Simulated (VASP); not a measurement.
Method: PBEsol GGA, VASP's PBE PAW potentials (set 64) (plane waves; VASP 6.6.1).

The input files of a VASP run:

**INCAR**
```
SYSTEM = Cd4SSe3
PREC = Accurate
ENCUT = 400
EDIFF = 1E-6
NELM = 100
ALGO = Normal
LREAL = .FALSE.
LASPH = .TRUE.
ISMEAR = 0
SIGMA = 0.05
GGA = PS
LMAXMIX = 4
LWAVE = .FALSE.
LCHARG = .FALSE.
IBRION = 2
ISIF = 3
NSW = 60
EDIFFG = -0.02
```

**KPOINTS**
```
K-points
0
gamma
  3 3 6
0 0 0
```

**POSCAR**
```
Cd4SSe3
1
   -0.0010230537     6.0151635367     6.0076212720
    6.0151635367    -0.0010230537     6.0076212720
    3.0070702415     3.0070702415     0.0000000000
Cd Se S
4 3 1
Direct
  0.9997481577   0.9997481577   0.0005036847
  0.9899606234   0.5038190974   0.0062202792
  0.5038190974   0.9899606234   0.0062202792
  0.5065373857   0.5065373857   0.9869252286
  0.1258844269   0.1258844269   0.2482311462
  0.1265662316   0.6232073576   0.2502264108
  0.6232073576   0.1265662316   0.2502264108
  0.6242767197   0.6242767197   0.2514465606
```

POTCAR, in this order: Cd Se S (PBE.64 set). Program: vasp_std.

**Question.** What does the run give for the energy per atom (σ→0), volume per atom, band gap (on the k-mesh)?

**Answer.** 
The energy per atom (σ→0) is -304.9 kJ/mol of atoms, the band gap (on the k-mesh) is 0.54 eV and the volume per atom is 27.24 Å^3/atom.

OSZICAR:
```
...
       N       E                     dE             d eps       ncg     rms          rms(c)
DAV:   1    -0.252823690063E+02   -0.43137E-02   -0.13861E-01  1473   0.262E+00    0.480E-01
DAV:   2    -0.252786845492E+02    0.36845E-02   -0.11791E-02  1473   0.972E-01    0.163E-01
DAV:   3    -0.252783130178E+02    0.37153E-03   -0.11501E-03  1521   0.210E-01    0.145E-01
DAV:   4    -0.252782446221E+02    0.68396E-04   -0.92578E-05  1476   0.530E-02    0.241E-02
DAV:   5    -0.252782338439E+02    0.10778E-04   -0.41224E-05  1607   0.540E-02    0.102E-02
DAV:   6    -0.252782333020E+02    0.54193E-06   -0.43224E-06  1380   0.130E-02
   2 F= -.25278233E+02 E0= -.25278233E+02  d E =-.177586E-03
```

The structure was generated: Cd4SSe3 was put into an ordered model structure (Amm2), which need not be its known phase. This run relaxes it. Symmetry was kept, so distortions that lower it aren't found. The start is the result of an earlier pass.
